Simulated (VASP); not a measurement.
```xyz
2
Lattice="0.0000 3.2400 3.2400 3.2400 0.0000 3.2400 3.2400 3.2400 0.0000" Properties=species:S:1:pos:R:3 pbc="T T T"
Cd     0.0000     0.0000     0.0000
Te     1.6200     1.6200     1.6200
```

These are PBE GGA, VASP's PBE PAW potentials (set 64) (plane waves; VASP 6.6.1) values and carry that method's errors. Numerical set-up: 300 eV cut-off, 5×5×5 Γ-centred mesh, Fermi-Dirac smearing of 0.050 eV, potentials Cd Te.

At this cut-off the stress carries a Pulay error, which pulls relaxed volumes low. Unless said otherwise, spin-orbit coupling is left out, though it shifts the bands of the heavy elements here.

Problem. Predict the energy per atom (σ→0), pressure, band gap (on the k-mesh) with the smallest direct gap where there is one.

Solution. 
```yaml
band gap (on the k-mesh): 0.76 eV
smallest direct gap (on the k-mesh): 0.76 eV
energy per atom (σ→0): -2.377 eV/atom
pressure: 2.77 GPa
```

Only differences to runs with the same potentials and settings are physical.

The structure is a typed CdTe crystal (F-43m). The cell was not relaxed at this level.
